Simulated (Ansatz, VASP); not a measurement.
# Cross-check of Ti (Titanium) between VASP and Ansatz, part 2 of 2

One calculation is typed for both programs; each brings its own data sets. How far apart do they land? The cell is taken from a series of runs on this material, whose earlier steps may have relaxed, scaled, displaced or heated it; both programs get it as it stands.

VASP 6.6.1 and Ansatz 0.2.0.

So far: The structure; VASP: zone-centre phonons, PBEsol.

## 3. Ansatz: zone-centre phonons, PBEsol

Level of this step: Ansatz beside VASP: Kohn-Sham DFT, plane waves, PBEsol (Ansatz).

Ansatz runs on its PAW soft_1 files.

The same cell, functional, mesh and smearing now go to Ansatz, which takes its cutoff from its data sets.

Input file input.yaml:

```yaml
crystal:
  lattice:
    - [2.939692434, 0.0, 0.0]
    - [-1.469846217, 2.5458483272, 0.0]
    - [0.0, 0.0, 4.6457025721]
  atoms:
    - { symbol: Ti, position: [0.3333333333, 0.6666666667, 0.25] }
    - { symbol: Ti, position: [0.6666666667, 0.3333333333, 0.75] }
kpoints:
  mp_grid: { grid: [18, 18, 12] }
hamiltonian:
  xc: pbesol
  pseudopotentials: { kind: paw, azcp: { folder: soft_1 }, xc_functional: pbe }
scf:
  occupations: { method: methfessel_paxton, width: 0.2 }
output:
  eigenvalues: true
phonons:
  method: dfpt
```

Run with:

```console
> ansatz run input.yaml --threads 4 --pin off --max-ram 10240MiB --backend cpu --events-out ev --progress --plain --runs-dir out
```

Numbers of over 12 decimals in the logs are rounded to 6 here.

What it wrote:

```text
zone centre: on kpoints.mp_grid the ground state, and the responses unless they are solved on pairs of k-points, stand on 637 of the mesh's 3888 k-points, reduced under 4 symmetry operations, with k and −k counted as one. Each operation leaves every solved displacement unchanged or reverses it
Engine: ansatz 0.2.0, x86_64-unknown-linux-gnu
Pseudopotentials: kind: paw
Pseudopotential: Ti, paw, valence charge 12, recommended cutoff 420 eV (normal), soft_1/Ti.paw.azcp
Functional definition: PBEsol
  exchange = pbesol_x
  correlation = pbesol_c
Crystal: 2 atoms, lattice volume = 34.768 Å³
Basis set: ecut = 420 eV, 687 PW (Γ), exchange–correlation on 40×40×64 points (8 copies of the dense FFT grid, shifted against one another)
Bands: 16, of which v1, the nominal top of the filled ones, is band 12 counted from 1 (11 counted from 0)
Symmetry: 24 space group operations
k-points: 637 of 3888 (irreducible under 4 space group operations, time reversal used)
Non-local potential: Ti, projectors of the file, l = 0: 3, l = 1: 2, l = 2: 3, l = 3: 1
PAW form: soft (Blöchl's): semilocal exchange-correlation on the pseudo side does not see the compensation charge
PAW frozen core: Ti, regenerated for the run's functional, and the local potential with it (the file was generated under x = pbe(κ = 0.804, μ = 0.219515), c = pbe(β = 0.066725))
PAW one-centre angular grid: Ti, 590 points (default); XC on 64 Gauss nodes
Initial density: superposition of atomic densities (chi_scale 0.1, normalization cell)
Initial wavefunctions: pseudopotential atomic-orbital guess
Functional: x = pbesol(κ = 0.804, μ = 0.123457), c = pbesol(β = 0.046)
SCF iter   1: F=—  HF=-4948.268188 eV  |F-HF|=—  |Δ(HF+E_count)|=         —  Δρ=6.43e-2  dr2=1.49e0  ethr=3.10e-3  ⟨swp⟩=4.3  Hψ=88524  notcnv=0
automatic band count: the SCF goes on with 20 bands, as 16 were too few: they end inside the smearing window of the response
preconditioner: auto → none  [metal: Δε(μ)=0.005 eV  Ē_g=4.573 eV  σ=0.200 eV  W_gap=0.02  n_scr=8 (ndim 8)  ℏωp=17.8 eV  f_vac=0.000  D(μ)=1.60/eV (n_scr^D=22)  sad-step TF]
SCF iter   2: F=—  HF=-4947.943898 eV  |F-HF|=—  |Δ(HF+E_count)|=   3.24e-1  S|Δr|=    0.00e0  Δρ=3.68e-2  dr2=5.16e-1  ethr=3.10e-3  ⟨swp⟩=2.0  Hψ=21438  notcnv=0  defer=868
SCF iter   3: F=—  HF=-4947.779817 eV  |F-HF|=—  |Δ(HF+E_count)|=   1.64e-1  S|Δr|=    0.00e0  Δρ=1.47e-3  dr2=3.51e-4  ethr=2.15e-3  ⟨swp⟩=2.6  Hψ=21205  notcnv=0  defer=868
SCF iter   4: F=—  HF=-4947.779875 eV  |F-HF|=—  |Δ(HF+E_count)|=   5.86e-5  S|Δr|=    0.00e0  Δρ=1.34e-4  dr2=3.40e-6  ethr=1.46e-6  ⟨swp⟩=2.2  Hψ=22165  notcnv=0  defer=817
SCF iter   5: F=—  HF=-4947.779882 eV  |F-HF|=—  |Δ(HF+E_count)|=   6.35e-6  S|Δr|=    0.00e0  Δρ=6.87e-5  dr2=1.24e-6  ethr=1.42e-8  ⟨swp⟩=2.0  Hψ=20111  notcnv=0  defer=817
SCF iter   6: F=—  HF=-4947.779882 eV  |F-HF|=—  |Δ(HF+E_count)|=   2.26e-7  S|Δr|=    0.00e0  Δρ=1.06e-5  dr2=2.20e-8  ethr=5.17e-9  ⟨swp⟩=2.9  Hψ=19901  notcnv=0  defer=817
SCF iter   7: F=—  HF=-4947.779882 eV  |F-HF|=—  |Δ(HF+E_count)|=   8.88e-9  S|Δr|=    0.00e0  Δρ=1.05e-6  dr2=2.94e-10  ethr=9.15e-11  ⟨swp⟩=3.0  Hψ=20888  notcnv=0  defer=817
SCF iter   8: F=-4947.779882 eV  HF=-4947.779882 eV  |F-HF|=9.09e-13  |Δ(HF+E_count)|=  1.20e-10  S|Δr|=    0.00e0  Δρ=5.05e-8  dr2=2.46e-13  ethr=1.00e-12  ⟨swp⟩=8.9  Hψ=51167  notcnv=0
SCF 1 converged in 8 iterations: F = -4947.779882 eV  dr2 = 2.46e-13
  greatest PAW one-centre occupation: 0.999 electrons in one spin orbital (limit 2), on the Ti atom at site 1 (counted from 0), in its partial waves of l = 0
DFPT response loops at Γ: preconditioner auto → Kerker (q_TF=auto, 2.565 Å⁻¹) (partly filled bands, converged f_vac=0.000); β = 1.00, the filter's whole step (`scf.mixing.beta` (0.50) is not read by the response loops under this deck's `scf.mixing.preconditioner`; to damp them name `kerker` or `kerker_dos`, under which they read `scf.mixing.beta`, and type it under 1.00, their step now; both keys bind the ground state too); Broyden in place of MSR1
SCF converged after 8 iterations
Stability not checked: this state was not tested for a lower state beside it, because cold or Methfessel-Paxton smearing, or corrected tetrahedra, fill the levels in a way that the test cannot read (fill_not_monotonic; see scf.lower_state_search)
Free energy (F): -4947.779882 eV
Harris-Foulkes:  -4947.779882 eV  (|F-HF|=9.09e-13)
Internal energy: -4947.785014 eV  (E = F + TS)
E sigma→0 (E₀):  -4947.781165 eV
Entropy (-TS):   0.005132 eV (2.566 meV/atom)
Fermi energy:    13.162252 eV
--- Per-component energies (eV) ---
  E_band       = -318.110571
  E_kinetic    = 561.338515
  E_local      = -1747.424946  (includes V_loc(G=0)·N_el)
  E_nonlocal   = 123.461812
  E_hartree    = 690.424423
  E_xc         = -230.108011
  E_vxc        = -289.443310  (∫ρ·V_xc dr)
  E_paw        = -2034.318654  (= ΣΔE_a)
  E_vpaw       = -346.891326  (= ΣTr[D̂ρ^β])
  E_aug_tail   = -0.000167  (compensation charges beyond the density's cutoff)
  E_ewald      = -2311.436755
  E_core_change = 0.278769  (= ΣΔE_core)
  E_smearing   = 0.005132  (= −TS)
  E_closure    = -0.000000  (closes the sum)
  Σ components = -4947.779882   (vs F -4947.779882, Δ=0.00e0)
--- Band table (eV; the first three rows and the last of 637) ---
  k-point 0: bands = [... 8 lower, 6.9629, 10.4616, 13.9222, 13.9222, 13.9351, 14.0563, 14.4278, 14.4278, ... 4 higher]
  k-point 1: bands = [... 8 lower, 7.0218, 10.4335, 13.8292, 13.8896, 13.8896, 14.0232, 14.3941, 14.3941, ... 4 higher]
  k-point 2: bands = [... 8 lower, 7.1965, 10.3337, 13.5763, 13.8230, 13.8230, 13.9274, 14.3027, 14.3027, ... 4 higher]
  k-point 636: bands = [... 8 lower, 11.1405, 11.1405, 12.5827, 12.5827, 13.0500, 13.0500, 14.7090, 14.7090, ... 4 higher]
--- Phonons (Γ-DFPT): 2 representative perturbations + reference, on 637 of 3888 k-points (Σ response iterations 6) ---
  k mesh reduced under 4 symmetry operations, with k and −k counted as one. Each operation leaves every solved displacement unchanged or reverses it
  ASR residual: 2.913e-6 → 0.000e0 eV/Å²; symmetrization residual: 1.023e-12 eV/Å²
  ASR residual per site (eV/Å²): 2.91e-6 2.91e-6
  Γ frequencies (cm⁻¹): 0.00 0.00 0.00 129.70 129.70 166.76
  non-analytic LO–TO correction: not included (Born effective charges unavailable; polar crystals: no LO–TO splitting at Γ)
```

In the SCF lines HF is the Harris–Foulkes energy and dr2 the Hartree energy of the density residual, in eV; the loop may stop once dr2 is under the threshold and the program's other checks hold. Hψ counts applications of the Hamiltonian.

## 4. Comparison

Known differences besides the potentials themselves: the cutoff is 420 eV in Ansatz and 500 eV in VASP; Ansatz makes its cores anew for this functional, VASP keeps those of its PBE data sets. Total energies have different zeros and are not compared.

Both answers:

```
                  quantity  Ansatz   VASP  difference
optical mode 1 to 2 (cm⁻¹)   129.7  130.0     -0.20 %
     optical mode 3 (cm⁻¹)   166.8  168.0     -0.76 %
```

Modes are paired by rising frequency, not by their patterns, so a pair may set unlike modes beside each other; they are those without the splitting of longitudinal modes.

## 5. Results

```
r.m.s. difference of the optical zone-centre modes, each program's sorted by frequency (zone-centre phonons, PBEsol) : 0.77 cm⁻¹
difference in optical mode 3 (zone-centre phonons, PBEsol)                                                           : -0.8 %
```

The r.m.s. difference of the optical zone-centre modes, each program's sorted by frequency is 0.77 cm⁻¹ (zone-centre phonons, PBEsol). Among the rows given in per cent, the largest difference of the zone-centre phonons, PBEsol pair is in optical mode 3, -0.8 %. How closely two codes agree says nothing of how well the functional describes the real material.

[Lines on the potential files, build, host, timing and source positions are cut from VASP's logs without a mark.]

[Logs are printed without paths, hosts, clocks, repeated set-up lines and the standing remarks that a program may print on its own settings, such as how far it seeks lower states.]

[Hosts, paths, dates, database ids (printed as entryN), source tags and the programs' standing remarks are cut or masked in the printed files.]
